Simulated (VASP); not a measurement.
Input:

```
CELL_PARAMETERS angstrom
      1.73009    -2.99661     0.00000
      1.73009     2.99661     0.00000
      0.00000     0.00000    13.54715
ATOMIC_POSITIONS crystal
  Te 0.33333 0.66667 0.88288
  Te 0.66667 0.33333 0.38288
  Te 0.66667 0.33333 0.11712
  Te 0.33333 0.66667 0.61712
  Mo 0.33333 0.66667 0.25000
  Mo 0.66667 0.33333 0.75000
```

Calculation: PBE GGA with D3 dispersion (Becke-Johnson damping), VASP's PBE PAW potentials (set 64) (plane waves; VASP). Settings: 520 eV cut-off, 7×7×2 Γ-centred mesh, Gaussian smearing of 0.050 eV, potentials Te Mo_sv.

Problem. The ions and cell shape at fixed volume are relaxed. Predict the relaxed structure.

Solution. 
```
CELL_PARAMETERS angstrom
      1.73515    -3.00537     0.00000
      1.73515     3.00537     0.00000
      0.00000     0.00000    13.46828
ATOMIC_POSITIONS crystal
  Te 0.33333 0.66667 0.88523
  Te 0.66667 0.33333 0.38523
  Te 0.66667 0.33333 0.11477
  Te 0.33333 0.66667 0.61477
  Mo 0.33333 0.66667 0.25000
  Mo 0.66667 0.33333 0.75000
```
Space group P6_3/mmc (194), at a tolerance of 0.03 Å.

Problem. How much energy does the relaxation gain?

Solution. The energy (σ→0) changes by -4.1 meV/atom, in 6 ionic steps.

The compound is MoTe2 in the 2H layered structure. This cell is one point of a volume scan, at 0.97 of the reference volume. Symmetry was kept, so distortions that lower it aren't found.
